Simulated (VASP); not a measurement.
Energy against volume of AgCl (rock salt). All values below come from r2SCAN meta-GGA, VASP's PBE PAW potentials (set 64) (plane waves; VASP). Numerical set-up: 520 eV cut-off, 8×8×8 Γ-centred mesh, Gaussian smearing of 0.050 eV, potentials Ag Cl.

| V (Å³/atom) | E (eV/atom) |
|---|---|
| 20.000 | -14.30696 |
| 20.639 | -14.31797 |
| 21.277 | -14.32159 |
| 21.915 | -14.31908 |

Task: Fit these four points and predict the energy of the run at 22.553 Å³/atom.

Result: A cubic in V^(−2/3), the third-order Birch-Murnaghan form, passes through the four points with V0 = 21.32 Å³/atom and B0 = 51 GPa, and gives -14.3115 eV/atom there. The run gave -14.3115 eV/atom, -0.0 meV/atom from the fit; all five points give B0 = 51 GPa.

The compound is AgCl in the rock salt structure. It was relaxed first.
